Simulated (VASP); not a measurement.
Ag:

```
CELL_PARAMETERS angstrom
0.00000 2.06750 2.06750
2.06750 0.00000 2.06750
2.06750 2.06750 0.00000
ATOMIC_POSITIONS crystal
Ag 0.00000 0.00000 0.00000
```

* Program: VASP 6.6.1
* Task: relaxation of cell and atoms
* Functional: PBE
* Dispersion: D3(BJ)
* Potentials or basis: VASP PAW PBE potentials, release 64 (Ag)
* Cutoff: 600 eV
* k mesh: 18 × 18 × 18
* Occupations: gaussian, width 0.1 eV
* Spin: no spin polarisation

At the start: pressure -4.6 GPa; volume 17.68 Å³/atom.

Problem. How do energy, volume and symmetry change on relaxing?

Solution. Over 3 steps the energy falls by 12.3 meV/atom and the volume is 16.87 Å³/atom (-4.6 %); space group Fm-3m (No. 225, to 0.05 Å).

Step by step:
```tsv
step	energy change (eV)	largest force (eV/Å)	pressure (GPa)	volume (Å³)
1	0.0000	0.0000	-4.60	17.68
2	-0.0076	0.0000	3.35	16.41
3	-0.0123	0.0000	0.00	16.87
```

Final structure:
```xyz
1
Lattice="0.0000 2.0355 2.0355 2.0355 0.0000 2.0355 2.0355 2.0355 0.0000" Properties=species:S:1:pos:R:3 pbc="T T T"
Ag    0.0000    0.0000    0.0000
```

Caveat: pairwise dispersion overbinds metals, which lowers pressure and volume.
